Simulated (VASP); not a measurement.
Input of a VASP 6.6.1 run:

Contents of INCAR:

```
SYSTEM = Sb
ALGO     = Normal         ! electronic algorithm
BPARAM   = 11.95        
CPARAM   = 0.0093       
EDIFF    = 1E-6           ! SCF threshold, eV
EDIFFG   = -0.005         ! ionic threshold
ENCUT    = 600            ! plane-wave cutoff, eV
IBRION   = 2              ! ionic algorithm
ISIF     = 3              ! what is computed and relaxed
ISMEAR   = 0              ! smearing method
IVDW_NL  = 2            
KPAR     = 4            
LASPH    = .True.         ! aspherical terms in the spheres
LATTICE_CONSTRAINTS= .TRUE. .TRUE. .FALSE.
LCHARG   = .False.        ! write CHGCAR
LMIXTAU  = .True.       
LREAL    = .False.        ! projectors in reciprocal space
LUSE_VDW = .True.       
LWAVE    = .False.        ! write WAVECAR
METAGGA  = R2SCAN         ! meta-GGA
NELM     = 120            ! most SCF steps
NSW      = 60             ! ionic steps
PREC     = Accurate       ! precision mode
SIGMA    = 0.03           ! smearing width, eV
```

KPOINTS

```
k-points
0
Gamma
  12 12 1
  0 0 0
```

POSCAR

```
Sb
1.0
    4.0800000000      0.0000000000      0.0000000000
   -2.0400000000      3.5333836500      0.0000000000
    0.0000000000      0.0000000000     17.6500000000
Sb
2
Direct
    0.3333330000      0.6666670000      0.4532577900
    0.6666670000      0.3333330000      0.5467422100
```

Potentials or basis: VASP PAW PBE potentials, release 64 (Sb).

The run is started by

```console
$ cat potpaw_PBE.64/Sb/POTCAR > POTCAR
$ mpirun -np 4 vasp_std > vasp.out
```

Problem. Estimate the space group after relaxing (to 0.05 Å).

Solution. P-3m1 (No. 164).

Problem. Predict the relaxed cell.

Solution. a = 4.074 Å, b = 4.074 Å, c = 17.650 Å, α = 90.00°, β = 90.00°, γ = 120.00°.

Problem. Predict the band gap on the k mesh.

Solution. 1.48 eV, indirect (least direct gap 2.03 eV).

Problem. Predict the relaxed volume.

Solution. 126.83 Å³/atom.

The path:
| step | energy change (eV) | largest force (eV/Å) | pressure (GPa) | volume (Å³) |
| --- | --- | --- | --- | --- |
| 1 | 0.0000 | 0.1756 | -0.14 | 254.45 |
| 2 | -0.0012 | 0.0507 | 0.08 | 252.30 |
| 3 | -0.0015 | 0.0229 | 0.01 | 252.99 |
| 4 | -0.0016 | 0.0092 | 0.00 | 253.45 |
| 5 | -0.0017 | 0.0030 | 0.00 | 253.67 |

Caveat: the PAW data sets were made with another functional, which shifts forces and pressure a little; spin-orbit coupling is left out, which moves the levels of the heavy elements. r2SCAN opens gaps a little over a GGA but as a rule still falls short of measured ones.
